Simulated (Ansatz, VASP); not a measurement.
# Cross-check of SnSe2 between VASP and Ansatz, part 2 of 2

Aim: how closely do two programs agree when they are given the same cell, functional and k mesh? The cell is generated by rule, not measured, and may not be a known phase. The cell is taken from a series of runs on this material, whose earlier steps may have relaxed, scaled, displaced or heated it; both programs get it as it stands.

VASP 6.6.1 and Ansatz 0.2.0.

So far: The starting structure; VASP: relaxation of cell and atoms, r2SCAN.

The structure was built from a prototype and need not be the compound's stable phase.

**3. Ansatz: relaxation of cell and atoms, r2SCAN**

Level of this step: Ansatz beside VASP: Kohn-Sham DFT, plane waves, r2SCAN (Ansatz).

Ansatz runs on its default PAW (the set named soft_2) files.

The same cell, functional, mesh and smearing now go to Ansatz, which takes its cutoff from its data sets.

input.yaml reads:

```yaml
crystal:
  lattice:
    - [3.9087237857, 0.0, 0.0]
    - [0.0, 4.3909389776, 4.9309793075]
    - [0.0, -4.3909389776, 4.9309793075]
  atoms:
    - { symbol: Sn, position: [0.0, 0.0131318438, 0.0131318438] }
    - { symbol: Sn, position: [0.5, 0.549865686, 0.549865686] }
    - { symbol: Se, position: [0.0, 0.2739661704, 0.6522522966] }
    - { symbol: Se, position: [0.0, 0.6522522966, 0.2739661704] }
    - { symbol: Se, position: [0.5, 0.8133913426, 0.8133913426] }
    - { symbol: Se, position: [0.5, 0.1826201783, 0.1826201783] }
kpoints:
  mp_grid: { grid: [8, 6, 6] }
hamiltonian:
  xc: r2scan
scf:
  occupations: { method: methfessel_paxton, width: 0.2 }
output:
  forces: true
  stress: true
  eigenvalues: true
relax:
  adjacent_minimum: "off"
  f_tol: 0.001
  max_steps: 60
  cell: { stress_tol: 0.01 }
```

Started as:

```bash
$ ansatz run input.yaml --threads 8 --pin off --max-ram 14336MiB --backend cpu --events-out ev --progress --plain --runs-dir out
```

Numbers of over 12 decimals in the logs are rounded to 6 here.

What it wrote:

```text
Engine: ansatz 0.2.0, aarch64-unknown-linux-gnu
Pseudopotentials: kind: paw
Pseudopotential: Sn, paw, valence charge 14, recommended cutoff 500 eV (meta_gga), Sn.paw.azcp
Pseudopotential: Se, paw, valence charge 16, recommended cutoff 500 eV (meta_gga), Se.paw.azcp
Functional definition: r2SCAN
  parameter k0 = 0.174
  parameter k1 = 0.065
  parameter a1 = 4.9479
  exchange = r2scan_x(k0 = k0, k1 = k1, a1 = a1)
  correlation = r2scan_c
Crystal: 6 atoms, lattice volume = 169.260 Å³
Basis set: ecut = 500 eV, 4267 PW (Γ), exchange–correlation on 120×200×200 points (64 copies of the dense FFT grid, shifted against one another)
Bands: 56, of which v1, the nominal top of the filled ones, is band 46 counted from 1 (45 counted from 0)
Symmetry: 4 space group operations
Space group: Amm2 (ITA 38), of the structure as read, at distance tolerance 5.5e-5 Å
k-points: 65 of 288 (time reversal used)
Non-local potential: Sn, projectors of the file, l = 0: 2, l = 1: 2, l = 2: 2, l = 3: 2
Non-local potential: Se, projectors of the file, l = 0: 2, l = 1: 2, l = 2: 3, l = 3: 1
PAW form: soft (Blöchl's): semilocal exchange-correlation on the pseudo side does not see the compensation charge
PAW frozen core: Sn, regenerated for the run's functional (the file was generated under x = pbe(κ = 0.804, μ = 0.219515), c = pbe(β = 0.066725))
PAW frozen core: Se, regenerated for the run's functional (the file was generated under x = pbe(κ = 0.804, μ = 0.219515), c = pbe(β = 0.066725))
PAW one-centre angular grid: Sn, 590 points (default); XC on 249 of its mesh's 2787 points in the sphere
PAW one-centre angular grid: Se, 590 points (default); XC on 160 Gauss nodes
Initial density: superposition of atomic densities (neutral atoms: chi_scale 0, normalization atom), corrected by the library's trained network
Initial wavefunctions: pseudopotential atomic-orbital guess
Functional: x = r2scan, c = r2scan; τ floored in thin density (d = 2e-4 eV/Å³)
SCF iter   1: F=—  HF=-33991.271046 eV  |F-HF|=—  |Δ(HF+E_count)|=         —  Δρ=6.98e-3  dr2=1.25e-1  dr2_τ=1.49e-2  ethr=1.77e-3  ⟨swp⟩=7.4  Hψ=14424  notcnv=0
preconditioner: auto → Kerker (q_TF=auto, 2.465 Å⁻¹)  [metal: Δε(μ)=0.078 eV  Ē_g=10.381 eV  σ=0.200 eV  W_gap=0.32  n_scr=38 (ndim 8)  ℏωp=16.1 eV  f_vac=0.103  D(μ)=0.28/eV (n_scr^D=0)]
SCF iter   2: F=—  HF=-33991.282552 eV  |F-HF|=—  |Δ(HF+E_count)|=   1.15e-2  S|Δr|=    0.00e0  Δρ=4.08e-3  dr2=5.19e-2  dr2_τ=2.81e-4  ethr=1.36e-4  ⟨swp⟩=2.8  Hψ=7257  notcnv=0
SCF iter   3: F=—  HF=-33991.274261 eV  |F-HF|=—  |Δ(HF+E_count)|=   8.29e-3  S|Δr|=    0.00e0  Δρ=1.26e-3  dr2=7.65e-3  dr2_τ=4.03e-5  ethr=5.64e-5  ⟨swp⟩=2.1  Hψ=3985  notcnv=0
SCF iter   4: F=—  HF=-33991.272678 eV  |F-HF|=—  |Δ(HF+E_count)|=   1.58e-3  S|Δr|=    0.00e0  Δρ=5.67e-4  dr2=1.31e-3  dr2_τ=8.12e-6  ethr=8.32e-6  ⟨swp⟩=2.9  Hψ=6431  notcnv=0
SCF iter   5: F=—  HF=-33991.272649 eV  |F-HF|=—  |Δ(HF+E_count)|=   2.98e-5  S|Δr|=    0.00e0  Δρ=2.17e-4  dr2=2.87e-4  dr2_τ=1.78e-6  ethr=1.43e-6  ⟨swp⟩=2.0  Hψ=4137  notcnv=0
SCF iter   6: F=—  HF=-33991.272657 eV  |F-HF|=—  |Δ(HF+E_count)|=   8.42e-6  S|Δr|=    0.00e0  Δρ=1.26e-4  dr2=4.42e-5  dr2_τ=8.16e-7  ethr=3.12e-7  ⟨swp⟩=2.0  Hψ=5116  notcnv=0
SCF iter   7: F=—  HF=-33991.272690 eV  |F-HF|=—  |Δ(HF+E_count)|=   3.27e-5  S|Δr|=    0.00e0  Δρ=5.53e-5  dr2=7.83e-6  dr2_τ=8.51e-8  ethr=4.80e-8  ⟨swp⟩=2.0  Hψ=5139  notcnv=0  defer=28
SCF iter   8: F=—  HF=-33991.272693 eV  |F-HF|=—  |Δ(HF+E_count)|=   3.51e-6  S|Δr|=    0.00e0  Δρ=1.49e-5  dr2=8.30e-7  dr2_τ=1.36e-8  ethr=8.51e-9  ⟨swp⟩=2.0  Hψ=6156  notcnv=0  defer=28
SCF iter   9: F=—  HF=-33991.272693 eV  |F-HF|=—  |Δ(HF+E_count)|=   1.26e-7  S|Δr|=    0.00e0  Δρ=8.44e-6  dr2=2.41e-7  dr2_τ=5.65e-9  ethr=9.02e-10  ⟨swp⟩=2.0  Hψ=6414  notcnv=0  defer=28
SCF iter  10: F=-33991.272693 eV  HF=-33991.272693 eV  |F-HF|=3.99e-9  |Δ(HF+E_count)|=   2.44e-9  S|Δr|=    0.00e0  Δρ=2.90e-6  dr2=4.11e-8  dr2_τ=2.90e-10  ethr=1.09e-10  ⟨swp⟩=10.6  Hψ=16176  notcnv=0
SCF 1 converged in 10 iterations: F = -33991.272693 eV  dr2 = 4.11e-8
  greatest PAW one-centre occupation: 1.000 electrons in one spin orbital (limit 2), on the Se atom at site 5 (counted from 0), in its partial waves of l = 2
relax step   1: F+E_penalty+E_count = -33991.27269329 eV  Δ(F+E_penalty+E_count) = +0.000e0 eV  max|allowed force component| = 1.857e-3 eV/Å  Δτ_max = 0.0000 Å  P = -0.002 GPa  Ω = 169.260 Å³  (10 SCF iters, dr2 threshold 1.00e-7 eV, accepted)
[...]
relax step   3: F+E_penalty+E_count = -33991.27269593 eV  Δ(F+E_penalty+E_count) = -2.594e-6 eV  max|allowed force component| = 8.686e-4 eV/Å  Δτ_max = 0.0007 Å  P = +0.001 GPa  Ω = 169.289 Å³  energy of the carried Pulay correction = -1.046e-6 eV  (6 SCF iters, dr2 threshold 4.91e-10 eV, accepted)
[...]
relax step   4: F+E_penalty+E_count = -33991.27269717 eV  Δ(F+E_penalty+E_count) = -1.236e-6 eV  max|allowed force component| = 8.621e-4 eV/Å  Δτ_max = 0.0000 Å  P = +0.001 GPa  Ω = 169.289 Å³  stress off target by 1.53e-3 GPa  SCF on the basis re-selected at this cell (its energy is not comparable with the rows above)  (7 SCF iters)
basis re-selected at this cell: Δ(F+E_penalty+E_count) = -1.236e-6 eV, ΔP = +0.000 GPa vs the last step (what re-selecting the basis moved, of the pressure what is left beyond the Pulay correction that the steps carried, after the strain that the cell walked since its last selection, with what the two solves' SCF thresholds leave and, on support functions, any second-order correction that the steps lacked; it is no m [...]
SCF converged after 7 iterations
Stability not checked: this state was not tested for a lower state beside it, because cold or Methfessel-Paxton smearing, or corrected tetrahedra, fill the levels in a way that the test cannot read (fill_not_monotonic; see scf.lower_state_search)
Free energy (F): -33991.272697 eV
Harris-Foulkes:  -33991.272697 eV  (|F-HF|=0.00e0)
Internal energy: -33991.275657 eV  (E = F + TS)
E sigma→0 (E₀):  -33991.273437 eV
Entropy (-TS):   0.002960 eV (0.493 meV/atom)
Fermi energy:    7.052993 eV
Step filling:    the computed levels leave a gap of 0.0814 eV = 0.4 smearing widths at the electron count; against every level under it full and every level over it empty, smearing changes F+E_penalty+E_count by +0.967 meV and its σ→0 estimate by +0.227 meV
--- Per-component energies (eV) ---
  E_band       = -1904.594875
  E_kinetic    = 846.398073
  E_local      = -12551.580141  (includes V_loc(G=0)·N_el)
  E_nonlocal   = -2444.422396
  E_hartree    = 6376.043709
  E_xc         = -1138.361655
  E_vxc        = -626.334626  (∫ρ·V_xc dr)
  E_paw        = -16027.686123  (= ΣΔE_a)
  E_vpaw       = 85.746985  (= ΣTr[D̂ρ^β])
  E_aug_tail   = -0.000832  (compensation charges beyond the density's cutoff)
  E_vtau       = 33.510635  (kinetic-family band-sum trace: ∫τ·v_τ [+ j·A + Jᵃ·Aᵃ] dr)
  E_ewald      = -9046.077850
  E_core_change = -5.588441  (= ΣΔE_core)
  E_smearing   = 0.002960  (= −TS)
  E_closure    = 0.000000  (closes the sum)
  Σ components = -33991.272697   (vs F -33991.272697, Δ=0.00e0)
--- Forces (eV/Å), atoms counted from 1 ---
  atom   1  Sn     0.00000000    -0.00000000    -0.00003943
  atom   2  Sn    -0.00000000     0.00000000     0.00002993
  atom   3  Se     0.00000000    -0.00011161    -0.00031228
  atom   4  Se    -0.00000000     0.00011161    -0.00031228
  atom   5  Se    -0.00000000     0.00000000     0.00086247
  atom   6  Se     0.00000000    -0.00000000    -0.00022641
  max |Σ_I F_I| component: 2.01e-6 eV/Å
--- Stress (GPa, compression-positive) ---
        0.000562       0.000000       0.000000
        0.000000       0.001148      -0.000000
        0.000000      -0.000000       0.001529
  P = ⅓ Tr σ = 0.0011 GPa (0.011 kbar)
--- Band table (eV; the first three rows and the last of 65) ---
  k-point 0: bands = [... 42 lower, 6.1744, 6.2535, 6.3683, 6.7295, 7.1390, 8.5726, 10.1921, 10.3656, ... 6 higher]
  k-point 1: bands = [... 42 lower, 6.0595, 6.2487, 6.4209, 6.9282, 7.1427, 8.6059, 10.1147, 10.4970, ... 6 higher]
  k-point 2: bands = [... 42 lower, 6.0764, 6.0821, 6.3333, 6.7502, 7.6143, 8.5804, 10.0700, 10.7302, ... 6 higher]
  k-point 64: bands = [... 42 lower, 5.5379, 5.9555, 6.0695, 6.4104, 7.4863, 7.8213, 11.1988, 11.2530, ... 6 higher]
--- Relaxed structure (3 steps of the walk, 3 accepted, 1 SCFs on fresh bases) ---
  F+E_penalty+E_count = -33991.27269717 eV   max|allowed force component| = 8.621e-4 eV/Å   (the final SCF, on the basis selected at the relaxed cell)
  cell:  # Å, volume = 169.2895 Å³
    - [3.908001, 0, 0]
    - [0, 4.391132, 4.932520]
    - [0, -4.391132, 4.932520]
  atoms:
    - { symbol: Sn, position: [0, 0.013084, 0.013084] }
    - { symbol: Sn, position: [0.500000, 0.549934, 0.549934] }
    - { symbol: Se, position: [0, 0.274049, 0.652273] }
    - { symbol: Se, position: [0.0, 0.652273, 0.274049] }
    - { symbol: Se, position: [0.500000, 0.813360, 0.813360] }
    - { symbol: Se, position: [0.500000, 0.182528, 0.182528] }
```

**4. Comparison**

Known differences besides the potentials themselves: VASP keeps PBE cores, Ansatz makes them for the functional; the data sets hold 92 valence electrons in Ansatz (on its default PAW (the set named soft_2) files) and 52 in VASP; the cutoff is 500 eV in Ansatz and 550 eV in VASP; Ansatz adds a Pulay correction to the stress that steers its cell, VASP none. Total energies have different zeros and are not compared.

Compared:

| quantity | Ansatz | VASP | difference |
| --- | --- | --- | --- |
| volume (Å³) | 169.29 | 169.32 | -0.02 % |
| edge a after relaxation, in the typed setting (Å) | 3.908 | 3.909 | -0.03 % |
| edge b after relaxation, in the typed setting (Å) | 6.604 | 6.603 | +0.01 % |

Our record labels this cell a metal in Ansatz alone; each run is judged by its own test, so with a small gap or wide smearing the label says little about the levels.

**5. Results**

```yaml
difference_in_edge_a_after_relaxation_in_the_typed_setting_relaxation_of_cell_and_atoms_r2scan: -0.033 %
```

**Reading.** The difference in edge a after relaxation, in the typed setting is -0.033 % (relaxation of cell and atoms, r2SCAN), within the 1.2 % picked in this series as the mark of a large difference, as far as the stopping tolerances let one tell. The data sets hold unlike numbers of valence electrons (92 in Ansatz and 52 in VASP), so part of the differences comes from the potentials. Such differences can come from data sets, numerical settings and the points named under the comparisons, not from the functional's error against experiment.

[Lines on the potential files, build, host, timing and source positions are cut from VASP's logs without a mark.]

[Logs are printed without paths, hosts, clocks, repeated set-up lines and the standing remarks that a program may print on its own settings, such as how far it seeks lower states.]

[Hosts, paths, dates, database ids (printed as entryN), source tags and the programs' standing remarks are cut or masked in the printed files.]
